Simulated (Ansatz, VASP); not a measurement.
# Cross-check of CCl (Cl-CC-Cl chair monolayer) between VASP and Ansatz, part 2 of 2

Wanted: the spread between two codes on one cell, functional and k mesh. Of the first pair: The structure shown is the start of the Ansatz relaxation below; VASP solves that cell, so the two are compared at the walk's first step.

VASP 6.6.1 and Ansatz 0.2.0.

So far. Step 4 (Comparison): The forces differ by 70 meV/Å r.m.s., which is 8.3 % of the r.m.s. force of 0.844 eV/Å (both taken over all components). With vacuum in the cell, a pressure given here is an average over mostly empty space and none of the material.

### Step 5. Ansatz: relaxation, PBEsol with D3(BJ)

Level of this step: Ansatz beside VASP: Kohn-Sham DFT, plane waves, PBEsol with D3(BJ) (Ansatz).

This run makes the geometry at which the two programs are then compared.

The structure compared here is the end of the Ansatz relaxation.

Input file input.yaml:

```yaml
crystal:
  lattice:
    - [2.508, 0.0, 0.0]
    - [-1.254, 2.1719917127, 0.0]
    - [0.0, 0.0, 22.0666666667]
  atoms:
    - { symbol: Cl, position: [0.6666666667, 0.3333333333, 0.4078549849] }
    - { symbol: C, position: [0.6666666667, 0.3333333333, 0.4885196375] }
    - { symbol: C, position: [0.3333333333, 0.6666666667, 0.5114803625] }
    - { symbol: Cl, position: [0.3333333333, 0.6666666667, 0.5921450151] }
  periodic: [true, true, false]
kpoints:
  mp_grid: { grid: [18, 18, 1] }
hamiltonian:
  xc: pbesol
  dispersion: d3bj
scf:
  occupations: { method: fermi_dirac, width: 0.05 }
  convergence: { dr2_threshold: 1.0e-09 }
relax:
  f_tol: 0.004
  max_steps: 90
  cell: {}
output:
  write_potential: true
  write_density: true
  volumetric_format: npy
```

The run is started by

```bash
ansatz run input.yaml --threads 2 --pin off --max-ram 3072MiB --backend cpu --events-out ev --progress --plain --runs-dir out
```

Numbers of over 12 decimals in the logs are rounded to 6 here.

The log of the run:

```text
[...]
Crystal: 4 atoms, lattice volume = 173.952 Å³
Basis set: ecut = 420 eV, 3401 PW (Γ), exchange–correlation on 36×36×432 points (8 copies of the dense FFT grid, shifted against one another)
Bands: 15, of which v1, the nominal top of the filled ones, is band 11 counted from 1 (10 counted from 0)
Symmetry: 12 space group operations
[...]
--- Relaxed structure (10 steps of the walk, 10 accepted, 2 SCFs on fresh bases) ---
[...]
cell:  # Å, volume = 226.1731 Å³
    - [2.859783, 0.0, 0]
    - [-1.429891, 2.476645, 0]
    - [0, 0, 31.933333]
  atoms:
    - { symbol: Cl, position: [0.666667, 0.333333, 0.283103] }
    - { symbol: C, position: [0.666667, 0.333333, 0.337711] }
    - { symbol: C, position: [0.333333, 0.666667, 0.353312] }
    - { symbol: Cl, position: [0.333333, 0.666667, 0.407920] }
[key lines of the parts left out:]
SCF converged after 6 iterations
Free energy (F): -2612.850516 eV
Fermi energy:    -2.972497 eV
P = ½ c Tr σ = 0.0077 N/m
```

### Step 6. VASP: single point, PBEsol with D3(BJ), relaxed cell, pair 2

The same cell, functional, mesh and smearing now go to VASP, with its own data sets.

Input file INCAR:

```
SYSTEM = CCl
PREC = Accurate
ENCUT = 520
EDIFF = 1E-06
NELM = 120
ISMEAR = -1
SIGMA = 0.05
LREAL = .FALSE.
ALGO = Normal
GGA = PS
IVDW = 12
NBANDS = 17
LORBIT = 11
LWAVE = .FALSE.
LCHARG = .FALSE.
ISIF = 2
LDIPOL = .TRUE.
IDIPOL = 3
DIPOL = 0.5 0.5 0.346
LVHAR = .TRUE.
LASPH = .TRUE.
GGA_COMPAT = .FALSE.
EFERMI = MIDGAP
NELMDL = -8
```

Input file POSCAR:

```
CCl
1.0
    2.8597829194      0.0000000000      0.0000000000
   -1.4298914597      2.4766446576      0.0000000000
    0.0000000000      0.0000000000     31.9333333328
Cl C
2 2
Direct
    0.6666666666      0.3333333332      0.2831032728
    0.3333333332      0.6666666666      0.4079196918
    0.6666666666      0.3333333332      0.3377111220
    0.3333333332      0.6666666666      0.3533118427
```

Input file KPOINTS:

```
Automatic mesh
0
Gamma
18 18 1
0 0 0
```

The projector-augmented-wave data sets are Cl and C (PBE family, release 64).

The run is started by

```bash
mpirun -np 1 vasp_std
```

The log of the run:

```text
[banner, memory and clock lines left out]
running    1 mpi-ranks, on    1 nodes
[...]
[... a notice as in an earlier step ...]

 LDA part: xc-table for (Slater+PW92), standard interpolation
 POSCAR, INCAR and KPOINTS ok, starting setup
[...]
entering main loop
       N       E                     dE             d eps       ncg     rms          rms(c)
DAV:   1     0.207234469128E+03    0.20723E+03   -0.79541E+03  1266   0.958E+02
DAV:   2     0.685704843281E+01   -0.20038E+03   -0.18657E+03  2036   0.193E+02
DAV:   3    -0.206134041998E+02   -0.27470E+02   -0.27315E+02  1670   0.928E+01
DAV:   4    -0.211502273519E+02   -0.53682E+00   -0.53489E+00  1908   0.154E+01
[...]
DAV:  23    -0.207804058882E+02   -0.20394E-05   -0.61843E-08  1466   0.817E-04    0.113E-04
DAV:  24    -0.207804071471E+02   -0.12589E-05   -0.26096E-08  1368   0.510E-04    0.195E-04
DAV:  25    -0.207804075125E+02   -0.36534E-06   -0.38746E-09  1342   0.242E-04
   1 F= -.21211902E+02 E0= -.21211902E+02  d E =-.410458E-07
```

OUTCAR, selected parts (step 6):

```text
 Edisp (eV)   -0.43149

  Total      -0.00916    -0.00916    -0.34706     0.00000     0.00000     0.00000
  in kB      -0.06487    -0.06487    -2.45851     0.00000     0.00000     0.00000
  external pressure =       -0.86 kB  Pullay stress =        0.00 kB

 POSITION                                       TOTAL-FORCE (eV/Angst)
 -----------------------------------------------------------------------------------
      1.42989      0.82555      9.04043         0.000000     -0.000000      0.090173
     -0.00000      1.65110     13.02624        -0.000000      0.000000     -0.090173
      1.42989      0.82555     10.78424        -0.000000      0.000000     -0.089859
     -0.00000      1.65110     11.28242        -0.000000     -0.000000      0.089859
 -----------------------------------------------------------------------------------
    total drift:                                0.000000      0.000001      0.000026

  FREE ENERGIE OF THE ION-ELECTRON SYSTEM (eV)
  ---------------------------------------------------
  free  energy   TOTEN  =       -21.2119017815 eV

  energy  without entropy=      -21.2119017404  energy(sigma->0) =      -21.21190176

[... 1 part as in an earlier step ...]

[... 2 further parts left out ...]
[key lines of the parts left out:]
E-fermi :  -0.6636
```

### Step 7. Side by side

The two programs side by side:

| quantity | Ansatz | VASP | difference |
| --- | --- | --- | --- |
| gap on the k mesh (eV) | 1.316 | 1.351 | -0.035 |

Forces (eV/Å; atoms numbered as in POSCAR):

| atom | Ansatz x, y, z | VASP x, y, z |
| --- | --- | --- |
| Cl1 | 0.000, 0.000, 0.000 | 0.000, 0.000, 0.090 |
| Cl2 | 0.000, 0.000, 0.000 | 0.000, 0.000, -0.090 |
| C3 | 0.000, 0.000, 0.000 | 0.000, 0.000, -0.090 |
| C4 | 0.000, 0.000, 0.000 | 0.000, 0.000, 0.090 |

The forces differ by 52 meV/Å r.m.s., where the r.m.s. force is 0.000 eV/Å in Ansatz and 0.052 eV/Å in VASP: the atoms lie near their places of rest in Ansatz, so a percentage would say little (all taken over all components). A gap on the mesh is an upper bound, since the band edges may lie between its points. With vacuum in the cell, a pressure given here is an average over mostly empty space and none of the material.

### Step 8. Summary of results

| Property | Result |
| --- | --- |
| r.m.s. force difference (single point, PBEsol with D3(BJ), start cell, pair 1) | 8.3 % of the r.m.s. force |
| r.m.s. force difference (single point, PBEsol with D3(BJ), relaxed cell, pair 2) | 52 meV/Å |

**Reading.** The r.m.s. force difference is 52 meV/Å (single point, PBEsol with D3(BJ), relaxed cell, pair 2), beyond the 12 meV/Å picked in this series as the mark of a large difference. What causes the difference of the single point, PBEsol with D3(BJ), start cell, pair 1 pair stays open here. What causes the difference of the single point, PBEsol with D3(BJ), relaxed cell, pair 2 pair stays open here. Such differences can come from data sets, numerical settings and the points named under the comparisons, not from the functional's error against experiment.

[Lines on the potential files, build, host, timing and source positions are cut from VASP's logs without a mark.]

[Logs are printed without paths, hosts, clocks, repeated set-up lines and the standing remarks that a program may print on its own settings, such as how far it seeks lower states.]

[Hosts, paths, dates, database ids (printed as entryN), source tags and the programs' standing remarks are cut or masked in the printed files.]
